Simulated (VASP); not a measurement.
Here is the system:

```xyz
3
Lattice="0.0000 2.6770 2.6770 2.6770 0.0000 2.6770 2.6770 2.6770 0.0000" Properties=species:S:1:pos:R:3 pbc="T T T"
Ca     0.0000     0.0000     0.0000
F      1.3385     1.3385     1.3385
F      4.0155     4.0155     4.0155
```

The numbers are results of optB88-vdW, VASP's PBE PAW potentials (set 64) (plane waves; VASP), not measurements. Run with 520 eV cut-off, 7×7×7 Γ-centred mesh, Gaussian smearing of 0.050 eV, potentials Ca_sv F.

**Question.** Give the stress tensor in GPa (positive for a compressed cell).

**Answer.** 
```
6.04  0.00  0.00
0.00  6.04  0.00
0.00  0.00  6.04
```
The pressure is its mean diagonal, 6.04 GPa.

The compound is CaF2 in the fluorite structure. This cell is one point of a volume scan, at 0.94 of the reference volume.
